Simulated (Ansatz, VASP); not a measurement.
# Two plane-wave programs on KTi3

INCAR

```
ALGO = Normal
EDIFF = 1E-6
ENCUT = 520
GGA = PE
ISIF = 2
ISMEAR = 0
ISPIN = 2
LASPH = T
LCHARG = T
LELF = T
LMAXMIX = 4
LORBIT = 11
LREAL = F
LVHAR = T
LWAVE = F
MAGMOM = 0 1 1 1
NBANDS = 34
NELM = 150
PREC = Accurate
SIGMA = 0.1
```

File KPOINTS:

```
k-points
0
Gamma
  4 4 4
```

The input POSCAR:

```
KTi3
1.0
    4.3968762727      0.0000000000      0.0000000000
    0.0000000000      4.3968762727      0.0000000000
    0.0000000000      0.0000000000      4.3968762727
K Ti
1 3
Direct
    0.5000000000      0.5000000000      0.5000000000
    0.5000000000      0.0000000000      0.0000000000
    0.0000000000      0.5000000000      0.0000000000
    0.0000000000      0.0000000000      0.5000000000
```

Input for Ansatz:

```yaml
crystal:
  lattice:
    - [4.3968762727, 0.0, 0.0]
    - [0.0, 4.3968762727, 0.0]
    - [0.0, 0.0, 4.3968762727]
  atoms:
    - { symbol: K, position: [0.5, 0.5, 0.5] }
    - { symbol: Ti, position: [0.5, 0.0, 0.0], spin: 1.0 }
    - { symbol: Ti, position: [0.0, 0.5, 0.0], spin: 1.0 }
    - { symbol: Ti, position: [0.0, 0.0, 0.5], spin: 1.0 }
basis:
  ecutwfc: 420
kpoints:
  mp_grid: { grid: [4, 4, 4] }
hamiltonian:
  xc: pbe
scf:
  occupations: { method: gaussian, width: 0.1 }
  lower_state_search: "off"
output:
  forces: true
  stress: true
  eigenvalues: true
  populations: true
magnetization:
  spin_polarized: true
```

Alike in both runs: task single point; functional PBE; k mesh 4 × 4 × 4; occupations gaussian, width 0.1 eV; collinear spin.

```csv
,VASP,Ansatz
version,VASP 6.6.1,Ansatz 0.2.0
potentials or method,"VASP PAW PBE potentials, release 64 (K_sv, Ti_sv)","scalar-relativistic, plane waves, PAW"
plane-wave cutoff (eV),520,420
valence electrons in the cell,45,45
```

```tsv
	VASP	Ansatz	Ansatz less VASP
gap on the k mesh at the Fermi level (eV)	none	none	-
pressure (GPa)	0.2	0.2	-0.03
net moment per atom (μB)	0.00	0.00	-0.001
```

A gap of «none» marks a metal or a gap that the smearing closes. With one functional, cell and mesh, what is left measures potentials, basis and numerics. Ansatz warned: «seeded_moment_not_kept».
